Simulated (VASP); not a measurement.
Given:

```
CELL_PARAMETERS angstrom
      5.15175     0.00000     0.00000
      0.00000     5.15175     0.00000
      0.00000     0.00000     3.46051
ATOMIC_POSITIONS crystal
  Pb 0.00000 0.00000 0.00000
  Pb 0.50000 0.50000 0.50000
  O  0.30855 0.30855 0.00000
  O  0.80855 0.19145 0.50000
  O  0.19145 0.80855 0.50000
  O  0.69145 0.69145 0.00000
```

The numbers are results of RPBE GGA, VASP's PBE PAW potentials (set 64) (plane waves; VASP), not measurements. Settings: 520 eV cut-off, 5×5×7 Γ-centred mesh, tetrahedra with Blöchl corrections, potentials Pb_d O.

The cores are frozen, which limits the accuracy of field gradients.

Problem. Give the principal components of the electric field gradient (V/Å²) and the asymmetry η at each nucleus.

Solution. 
```csv
atom,Vxx,Vyy,Vzz,η
Pb1,82.5,56.1,-138.6,0.19
Pb2,82.5,56.1,-138.6,0.19
O3,79.8,59.9,-139.6,0.14
O4,79.8,59.9,-139.6,0.14
O5,79.8,59.9,-139.6,0.14
O6,79.8,59.9,-139.6,0.14
```

The compound is PbO2 in the rutile structure. It was relaxed first, which changed the volume by +10 %.
